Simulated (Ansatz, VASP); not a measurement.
# Sb2O3 (antimony oxide glass) in two plane-wave programs, part 2 of 3

Wanted: the spread between two codes on one cell, functional and k mesh. The structure shown is the start of the Ansatz relaxation below; VASP solves that cell, so the two are compared at the walk's first step.

VASP 6.6.1 and Ansatz 0.2.0.

So far: The structure; Ansatz: relaxation, PBE.

**3. VASP: single point, PBE, start cell, pair 1**

Level of this step: PBE; plane waves and PAW (Sb, O) (VASP).

The same cell, functional, mesh and smearing now go to VASP, with its own data sets.

Lines of VASP's logs that name or quote its potential files are left out, and so is its time.

Contents of INCAR:

```
SYSTEM = Sb2O3
PREC = Accurate
ENCUT = 520
EDIFF = 1E-06
NELM = 120
ISMEAR = -1
SIGMA = 0.05
LREAL = Auto
ALGO = Normal
GGA = PE
NBANDS = 176
LORBIT = 11
LWAVE = .FALSE.
LCHARG = .FALSE.
ISIF = 2
LASPH = .TRUE.
GGA_COMPAT = .FALSE.
EFERMI = MIDGAP
NCORE = 2
```

Contents of POSCAR:

```
Sb2O3
1.0
   10.4873200000      0.0000000000      0.0000000000
    0.0000000000     10.4395700000      0.0000000000
    0.0000000000      0.0000000000     10.4567400000
Sb O
20 30
Direct
    0.5352654444      0.8338753416      0.2203937365
    0.9056746624      0.1383007155      0.2667466151
    0.5902651964      0.2699632265      0.3601600499
    0.0649927722      0.7848503339      0.3255794827
    0.4201931475      0.6027259743      0.5138312705
    0.2322995770      0.0336316534      0.4913864168
    0.3878397913      0.2711318570      0.7583434225
    0.1548632062      0.4747992494      0.9641341374
    0.7288516037      0.5156246857      0.5760495145
    0.2889298696      0.2117041219      0.2001197314
    0.4106006110      0.9339081974      0.7639187739
    0.7195928035      0.5669582176      0.1881370293
    0.1206599970      0.4524036910      0.4311286309
    0.8602865174      0.3545931490      0.8652122937
    0.6737660336      0.0817083462      0.0169842609
    0.5726820580      0.5040724857      0.8868060218
    0.1804464820      0.7121270321      0.7247383028
    0.8902465072      0.0695239363      0.7319585263
    0.0213686623      0.9846286772      0.0152437567
    0.7814198480      0.8531769029      0.4748516268
    0.1925944855      0.8495943798      0.4537456224
    0.5533253491      0.6547779267      0.1581563661
    0.5499021676      0.3204154960      0.8461623795
    0.9287978244      0.7335742756      0.4499490281
    0.0063982028      0.1183094706      0.8788972471
    0.6807840325      0.4561682138      0.0371530707
    0.6875827189      0.6969923091      0.5622115497
    0.7032111159      0.8105697840      0.3056880060
    0.8502553560      0.0381433335      0.0974682358
    0.0204818772      0.4488211679      0.8287382110
    0.1748111052      0.3197641282      0.3081074981
    0.9231147710      0.9850980452      0.3714637640
    0.1428582326      0.6072855491      0.3245944721
    0.3636486729      0.6863117925      0.6755164612
    0.7462058944      0.4990435430      0.7844701121
    0.2967202298      0.3833108069      0.8825982094
    0.6000961161      0.9122119014      0.0593588442
    0.8540885565      0.2544261881      0.7014327601
    0.3942475294      0.9959509827      0.5835470711
    0.2820167593      0.4720596730      0.5285299242
    0.2234221898      0.8892990803      0.7790860249
    0.5421022721      0.4827880842      0.6048634661
    0.0831098889      0.0901378122      0.1556221155
    0.3847694168      0.1041422204      0.8502936862
    0.2025875057      0.6459461453      0.9027478927
    0.7498865296      0.0173570367      0.8463918965
    0.4554261718      0.3028573016      0.2376362040
    0.3251259616      0.0757502464      0.3312600294
    0.6972515380      0.1552937525      0.2513020310
    0.6730318137      0.4466084331      0.3314608568
```

Contents of KPOINTS:

```
Automatic mesh
0
Gamma
1 1 1
0 0 0
```

Potentials, in the order of the species: Sb and O (PBE family, release 64).

The run is started by

```console
> mpirun -np 8 vasp_gam
```

Numbers of over 12 decimals in the logs are rounded to 6 here.

The program printed:

```text
[banner, memory and clock lines left out]
running    8 mpi-ranks, on    1 nodes
[...]
LDA part: xc-table for (Slater+PW92), standard interpolation
 POSCAR, INCAR and KPOINTS ok, starting setup
[...]
entering main loop
       N       E                     dE             d eps       ncg     rms          rms(c)
DAV:   1     0.320214074429E+04    0.32021E+04   -0.13255E+05   352   0.144E+03
DAV:   2     0.121951330266E+03   -0.30802E+04   -0.29420E+04   448   0.313E+02
DAV:   3    -0.339796176430E+03   -0.46175E+03   -0.45677E+03   408   0.146E+02
DAV:   4    -0.355739052027E+03   -0.15943E+02   -0.15840E+02   432   0.282E+01
[...]
DAV:  16    -0.294597428614E+03    0.16545E-05   -0.46719E-05   408   0.217E-02    0.143E-02
DAV:  17    -0.294597426818E+03    0.17962E-05   -0.26730E-05   432   0.145E-02    0.532E-03
DAV:  18    -0.294597426752E+03    0.65549E-07   -0.29762E-06   312   0.675E-03
   1 F= -.29459743E+03 E0= -.29459743E+03  d E =-.208760E-11
```

OUTCAR, selected parts (step 3):

```text
  Total       -0.2810824     -0.2851158     -0.2182854      2.0685186      1.7058653      0.6955897
  in kB       -0.3933696     -0.3990143     -0.3054864      2.8948534      2.3873268      0.9734648
  external PRESSURE =      -0.3659568 kB  Pullay stress =       0.0000000 kB

 POSITION                                       TOTAL-FORCE (eV/Angst)
 -----------------------------------------------------------------------------------
      5.61350      8.70530      2.30460        -0.059915      0.024651      0.027059
      9.49810      1.44380      2.78930        -0.020496      0.067492     -0.092652
      6.19030      2.81830      3.76610         0.062510     -0.011803      0.104829
      0.68160      8.19350      3.40450        -0.006971      0.029089     -0.075051
      4.40670      6.29220      5.37300         0.021590      0.020944     -0.040151
      2.43620      0.35110      5.13830        -0.054957      0.027069      0.031614
      4.06740      2.83050      7.92980        -0.021226      0.007619     -0.069004
      1.62410      4.95670     10.08170        -0.045835     -0.022629      0.085897
      7.64370      5.38290      6.02360         0.061970     -0.063433      0.009519
      3.03010      2.21010      2.09260         0.003229     -0.012132     -0.064289
      4.30610      9.74960      7.98810         0.037650     -0.019560      0.038098
      7.54660      5.91880      1.96730         0.063907      0.026349      0.012853
      1.26540      4.72290      4.50820        -0.091713     -0.027671      0.059258
      9.02210      3.70180      9.04730        -0.050740     -0.012145      0.029549
[...]
-----------------------------------------------------------------------------------
    total drift:                                0.002000      0.015235      0.008421

  FREE ENERGIE OF THE ION-ELECTRON SYSTEM (eV)
  ---------------------------------------------------
  free  energy   TOTEN  =      -294.5974267520 eV

  energy  without entropy=     -294.5974267520  energy(sigma->0) =     -294.59742675

[... 3 further parts left out ...]
[key lines of the parts left out:]
E-fermi :   3.2986
```

The run ends at a pressure of -0.04 GPa, with forces up to 0.13 eV/Å.

**4. Side by side**

Known differences besides the potentials themselves: the data sets hold 480 valence electrons in Ansatz (on its default PAW (the set named soft_2) files) and 280 in VASP. Total energies have different zeros and are not compared.

Forces on 7 of the 50 atoms, those with the largest forces and the largest differences (eV/Å; atoms numbered as in POSCAR):

```
atom          Ansatz x, y, z            VASP x, y, z
 Sb2  -0.012, -0.002, -0.011   -0.020, 0.067, -0.093
 Sb3    0.006, -0.020, 0.001    0.063, -0.012, 0.105
Sb13   -0.015, -0.004, 0.003   -0.092, -0.028, 0.059
Sb19   -0.006, -0.001, 0.000  -0.038, -0.088, -0.032
 O32   -0.007, -0.009, 0.014   -0.015, -0.116, 0.066
 O43   -0.005, -0.001, 0.006     0.003, 0.062, 0.080
 O47  -0.009, -0.004, -0.014   -0.073, 0.006, -0.069
```

The forces differ by 37 meV/Å r.m.s., where the r.m.s. force is 0.010 eV/Å in Ansatz and 0.037 eV/Å in VASP: the atoms lie near their places of rest in Ansatz, so a percentage would say little (all taken over all components).

**5. What the set-up changes**

Further runs change the set-up of one program: Ansatz's method, potentials or start, or VASP's data sets, cutoff or form of LDA. The table gives that difference for each run.

```
                         run  r.m.s. force difference (meV/Å)
                    as above                               37
VASP with a cutoff of 600 eV (perhaps on Ansatz's relaxed cell)                               36
```

**6. Ansatz: relaxation, PBE**

The two programs are compared at the cell with which this relaxation starts, whose forces are those of its first step. The cell compared in this pair holds 958.56 Å³, against 1144.84 Å³ for the pair before.

The structure compared here is the start of the Ansatz relaxation; VASP solves that cell, so the two are compared at the walk's first step.

Contents of input.yaml:

```yaml
crystal:
  lattice:
    - [9.8599, 0.0, 0.0]
    - [0.0, 9.8599, 0.0]
    - [0.0, 0.0, 9.8599]
  atoms:
    - { symbol: Sb, position: [0.49352, 0.85508, 0.20455] }
    - { symbol: Sb, position: [0.88711, 0.12949, 0.28402] }
    - { symbol: Sb, position: [0.52605, 0.26159, 0.35693] }
    - { symbol: Sb, position: [0.00871, 0.76093, 0.35257] }
    - { symbol: Sb, position: [0.40718, 0.58796, 0.49295] }
    - { symbol: Sb, position: [0.24002, 0.01804, 0.48604] }
    - { symbol: Sb, position: [0.41124, 0.30701, 0.75726] }
    - { symbol: Sb, position: [0.20954, 0.53605, 0.03322] }
    - { symbol: Sb, position: [0.7339, 0.52025, 0.59325] }
    - { symbol: Sb, position: [0.27809, 0.16381, 0.13436] }
    - { symbol: Sb, position: [0.48145, 0.92353, 0.73501] }
    - { symbol: Sb, position: [0.69341, 0.57477, 0.20763] }
    - { symbol: Sb, position: [0.11022, 0.37807, 0.39356] }
    - { symbol: Sb, position: [0.89319, 0.3886, 0.88849] }
    - { symbol: Sb, position: [0.6659, 0.12478, 0.96937] }
    - { symbol: Sb, position: [0.56686, 0.5418, 0.90596] }
    - { symbol: Sb, position: [0.17478, 0.74208, 0.74742] }
    - { symbol: Sb, position: [0.93614, 0.07664, 0.73006] }
    - { symbol: Sb, position: [0.98528, 0.93732, 0.0345] }
    - { symbol: Sb, position: [0.73221, 0.86713, 0.4974] }
    - { symbol: O, position: [0.1728, 0.81984, 0.46489] }
    - { symbol: O, position: [0.53212, 0.66677, 0.12122] }
    - { symbol: O, position: [0.59256, 0.34656, 0.82906] }
    - { symbol: O, position: [0.89187, 0.73254, 0.50721] }
    - { symbol: O, position: [0.03882, 0.08817, 0.90286] }
    - { symbol: O, position: [0.68628, 0.45254, 0.04738] }
    - { symbol: O, position: [0.62758, 0.69591, 0.57053] }
    - { symbol: O, position: [0.65875, 0.80702, 0.31002] }
    - { symbol: O, position: [0.8221, 0.03811, 0.10399] }
    - { symbol: O, position: [0.07518, 0.4812, 0.89255] }
    - { symbol: O, position: [0.17051, 0.32058, 0.20818] }
    - { symbol: O, position: [0.91434, 0.96982, 0.39781] }
    - { symbol: O, position: [0.07744, 0.56726, 0.33479] }
    - { symbol: O, position: [0.32684, 0.63099, 0.67439] }
    - { symbol: O, position: [0.78327, 0.54072, 0.78844] }
    - { symbol: O, position: [0.37157, 0.43098, 0.92916] }
    - { symbol: O, position: [0.5421, 0.96385, 0.03375] }
    - { symbol: O, position: [0.91402, 0.28024, 0.70424] }
    - { symbol: O, position: [0.43644, 0.98004, 0.55181] }
    - { symbol: O, position: [0.2966, 0.40512, 0.47459] }
    - { symbol: O, position: [0.27187, 0.91789, 0.74024] }
    - { symbol: O, position: [0.52076, 0.44786, 0.6081] }
    - { symbol: O, position: [0.08202, 0.03454, 0.1802] }
    - { symbol: O, position: [0.49924, 0.11221, 0.81157] }
    - { symbol: O, position: [0.23779, 0.72688, 0.951] }
    - { symbol: O, position: [0.76753, 0.01272, 0.82519] }
    - { symbol: O, position: [0.4672, 0.25294, 0.15945] }
    - { symbol: O, position: [0.33527, 0.07063, 0.3103] }
    - { symbol: O, position: [0.69624, 0.15506, 0.34088] }
    - { symbol: O, position: [0.58422, 0.45879, 0.32588] }
kpoints:
  mp_grid: { grid: [1, 1, 1] }
hamiltonian:
  xc: pbe
scf:
  occupations: { method: fermi_dirac, width: 0.05 }
output:
  forces: true
  stress: true
relax:
  f_tol: 0.04
  max_steps: 90
  cell: { stress_tol: 0.1, fix: [alpha, beta, gamma] }
```

The run is started by

```console
> ansatz run input.yaml --threads 8 --pin off --max-ram 15360MiB --backend cpu --events-out ev --progress --plain --runs-dir out
```

The program printed:

```text
[...]
Crystal: 50 atoms, lattice volume = 958.556 Å³
Basis set: ecut = 420 eV, 18805 PW (Γ), exchange–correlation on 144×144×144 points (8 copies of the dense FFT grid, shifted against one another)
Bands: 290, of which v1, the nominal top of the filled ones, is band 240 counted from 1 (239 counted from 0)
Symmetry: 1 space group operations
[...]
k-points: 1
[...]
- { symbol: O, position: [0.680777, 0.456170, 0.037152] }
    - { symbol: O, position: [0.687584, 0.696986, 0.562211] }
    - { symbol: O, position: [0.703209, 0.810571, 0.305690] }
[...]
- { symbol: O, position: [0.455425, 0.302860, 0.237642] }
    - { symbol: O, position: [0.325126, 0.075751, 0.331256] }
    - { symbol: O, position: [0.697246, 0.155295, 0.251300] }
    - { symbol: O, position: [0.673032, 0.446613, 0.331462] }
[key lines of the parts left out:]
SCF converged after 6 iterations
Free energy (F): -146699.585938 eV
Fermi energy:    5.382541 eV
P = ⅓ Tr σ = -0.0171 GPa (-0.171 kbar)
```

**7. VASP: single point, PBE, start cell, pair 2**

The same cell, functional, mesh and smearing now go to VASP, with its own data sets.

INCAR is that of step 3.

Contents of POSCAR:

```
Sb2O3
1.0
    9.8599000000      0.0000000000      0.0000000000
    0.0000000000      9.8599000000      0.0000000000
    0.0000000000      0.0000000000      9.8599000000
Sb O
20 30
Direct
    0.4935242751      0.8550796661      0.2045456850
    0.8871083885      0.1294942139      0.2840191077
    0.5260499599      0.2615949452      0.3569305977
    0.0087120559      0.7609306382      0.3525694987
    0.4071846570      0.5879572815      0.4929461759
    0.2400227183      0.0180427793      0.4860394122
    0.4112414933      0.3070112273      0.7572592014
    0.2095355937      0.5360500614      0.0332153470
    0.7339019666      0.5202486841      0.5932514529
    0.2780859846      0.1638150488      0.1343624175
    0.4814450451      0.9235286362      0.7350074544
    0.6934147405      0.5747725636      0.2076288806
    0.1102242416      0.3780667147      0.3935638292
    0.8931936429      0.3886043469      0.8884877129
    0.6658992485      0.1247781418      0.9693708861
    0.5668617329      0.5418006268      0.9059625351
    0.1747786489      0.7420764916      0.7474213734
    0.9361352549      0.0766437793      0.7300581142
    0.9852838264      0.9373218795      0.0345033925
    0.7322082374      0.8671284699      0.4973985537
    0.1728009412      0.8198359010      0.4648931531
    0.5321149302      0.6667714683      0.1212182679
    0.5925617907      0.3465552389      0.8290550614
    0.8918650291      0.7325429264      0.5072059554
    0.0388239232      0.0881651944      0.9028590554
    0.6862848508      0.4525400866      0.0473838477
    0.6275824298      0.6959096948      0.5705331697
    0.6587490745      0.8070162983      0.3100234282
    0.8220975872      0.0381139768      0.1039868559
    0.0751833183      0.4812016349      0.8925546912
    0.1705088287      0.3205813446      0.2081765535
    0.9143399020      0.9698171381      0.3978133652
    0.0774450045      0.5672572744      0.3347904137
    0.3268390146      0.6309901723      0.6743881784
    0.7832736640      0.5407154231      0.7884359882
    0.3715656345      0.4309780018      0.9291574965
    0.5421048895      0.9638535888      0.0337528778
    0.9140153551      0.2802361079      0.7042363513
    0.4364445887      0.9800403655      0.5518108703
    0.2965953002      0.4051156705      0.4745889918
    0.2718688831      0.9178896338      0.7402407732
    0.5207557886      0.4478645828      0.6080994736
    0.0820190874      0.0345439609      0.1802046674
    0.4992444142      0.1122120914      0.8115700971
    0.2377914583      0.7268836398      0.9510035599
    0.7675331393      0.0127181817      0.8251909249
    0.4671954077      0.2529437418      0.1594539498
    0.3352670920      0.0706295196      0.3102972647
    0.6962443838      0.1550624246      0.3408756681
    0.5842249921      0.4587876145      0.3258755160
```

KPOINTS is that of step 3.

The run is started by

```console
> mpirun -np 8 vasp_gam
```

The program printed:

```text
[... set-up lines as in an earlier step ...]
 entering main loop
       N       E                     dE             d eps       ncg     rms          rms(c)
DAV:   1     0.323432957673E+04    0.32343E+04   -0.13593E+05   352   0.147E+03
DAV:   2     0.767174477650E+02   -0.31576E+04   -0.30225E+04   464   0.323E+02
DAV:   3    -0.337392880771E+03   -0.41411E+03   -0.40916E+03   400   0.142E+02
DAV:   4    -0.351167206966E+03   -0.13774E+02   -0.13673E+02   448   0.263E+01
[...]
DAV:  16    -0.291829336154E+03   -0.24683E-04   -0.49987E-05   384   0.221E-02    0.132E-02
DAV:  17    -0.291829337341E+03   -0.11871E-05   -0.15274E-05   456   0.125E-02    0.692E-03
DAV:  18    -0.291829337601E+03   -0.25948E-06   -0.52055E-06   408   0.655E-03
   1 F= -.29182934E+03 E0= -.29182934E+03  d E =-.309185E-09
```

From OUTCAR (step 7):

```text
  Total        2.0857693      0.0478058     10.3379561     -1.3564730      2.4151895     -4.9199191
  in kB        3.4862564      0.0799050     17.2793632     -2.2672750      4.0368653     -8.2233923
  external PRESSURE =       6.9485082 kB  Pullay stress =       0.0000000 kB

 POSITION                                       TOTAL-FORCE (eV/Angst)
 -----------------------------------------------------------------------------------
      4.86610      8.43100      2.01680        -0.444064      0.349556     -1.371039
      8.74680      1.27680      2.80040         0.667279      0.890904     -0.448436
      5.18680      2.57930      3.51930        -0.760037     -0.260623     -0.487462
      0.08590      7.50270      3.47630         1.580070      0.517023     -1.433060
      4.01480      5.79720      4.86040        -0.192032     -1.096187      0.494566
      2.36660      0.17790      4.79230         0.688184     -0.709087      0.469456
      4.05480      3.02710      7.46650         0.133931     -0.323517     -0.460795
      2.06600      5.28540      0.32750         0.930020      0.661505     -0.446485
      7.23620      5.12960      5.84940        -1.006787     -0.080149     -0.887584
      2.74190      1.61520      1.32480         0.378836     -0.232631     -0.456005
      4.74700      9.10590      7.24710        -0.759135     -0.232148      1.143744
      6.83700      5.66720      2.04720         0.678852      0.118104      0.411453
      1.08680      3.72770      3.88050         0.715362      0.528153      0.568940
      8.80680      3.83160      8.76040         0.075802     -0.554986     -0.779434
[...]
-----------------------------------------------------------------------------------
    total drift:                               -0.006188     -0.004515      0.003682

  FREE ENERGIE OF THE ION-ELECTRON SYSTEM (eV)
  ---------------------------------------------------
  free  energy   TOTEN  =      -291.8293376007 eV

  energy  without entropy=     -291.8293376004  energy(sigma->0) =     -291.82933760

[... 1 part as in an earlier step ...]

[... 2 further parts left out ...]
[key lines of the parts left out:]
E-fermi :   4.8130
```

The run ends at a pressure of 0.69 GPa, with forces up to 2.2 eV/Å.

**8. Comparison**

What differs besides the data sets and the points named for the pairs above, as far as they apply: the data sets hold 480 valence electrons in Ansatz (on its default PAW (the set named soft_2) files) and 280 in VASP; the cutoff is 420 eV in Ansatz and 520 eV in VASP (PREC = Accurate, projectors in real space). Total energies have different zeros and are not compared.

Forces on 9 of the 50 atoms, those with the largest forces and the largest differences (eV/Å; atoms numbered as in POSCAR):

```
atom          Ansatz x, y, z            VASP x, y, z
 Sb1   -0.390, 0.342, -1.360   -0.444, 0.350, -1.371
 Sb2    0.595, 0.832, -0.375    0.667, 0.891, -0.448
 Sb4    1.524, 0.460, -1.319    1.580, 0.517, -1.433
Sb11   -0.783, -0.178, 1.062   -0.759, -0.232, 1.144
Sb15   -1.566, -0.559, 0.145   -1.591, -0.562, 0.140
 O24   -1.200, -0.436, 0.893   -1.276, -0.457, 0.979
 O32   -0.662, -0.216, 0.294   -0.669, -0.334, 0.334
 O39   -0.392, 0.475, -1.787   -0.438, 0.504, -1.875
 O45  -0.381, -1.075, -0.702  -0.383, -1.076, -0.729
```

The forces differ by 36 meV/Å r.m.s., which is 6.4 % of the r.m.s. force of 0.562 eV/Å (both taken over all components).

**9. Further runs**

Further runs change the set-up of one program: Ansatz's method, potentials or start, or VASP's data sets, cutoff or form of LDA. The table gives that difference for each run.

```
                         run  r.m.s. force difference (meV/Å)
                    as above                               36
VASP with a cutoff of 600 eV (perhaps on Ansatz's relaxed cell)                               36
```

[end of part 2 of 3]

[Lines on the potential files, build, host, timing and source positions are cut from VASP's logs without a mark.]

[Logs are printed without paths, hosts, clocks, repeated set-up lines and the standing remarks that a program may print on its own settings, such as how far it seeks lower states.]

[Hosts, paths, dates, database ids (printed as entryN), source tags and the programs' standing remarks are cut or masked in the printed files.]

[Rows of further runs with another cutoff or data set may stand on the cell that Ansatz relaxed, not on the start cell of the pair above them.]
